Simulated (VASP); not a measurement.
SnTe (relaxed from the rock salt structure, space group Fm-3m) relaxed at rising pressure, in one space group throughout; other phases were not tried. The pressures are those reached. All values below come from PBEsol GGA, VASP's PBE PAW potentials (set 64) (plane waves; VASP).

| P (GPa) | V (Å³/atom) | k-mesh |
|---|---|---|
| -0.02 | 31.034 | 7×7×7 |
| 5.10 | 28.459 | 8×8×8 |
| 9.94 | 26.745 | 8×8×8 |
| 20.00 | 24.264 | 11×11×11 |
| 29.99 | 22.608 | 11×11×11 |

A change of mesh leaves a small step in the series.

Problem. Fit an equation of state and predict the volume at 44.94 GPa.

Solution. Least squares on the third-order Birch-Murnaghan form, P = (3B0/2)(y⁷ − y⁵)[1 + (3/4)(B′ − 4)(y² − 1)] with y = (V0/V)^(1/3), gives V0 = 31.040 Å³/atom, B0 = 49 GPa and B′ = 4.2, and so 20.816 Å³/atom. The run gave 20.871 Å³/atom, +0.3 % from the fit.

Pressures at which the relaxation failed are left out.

The structure was generated: SnTe was put into the rock salt type (Fm-3m), which need not be its known phase.
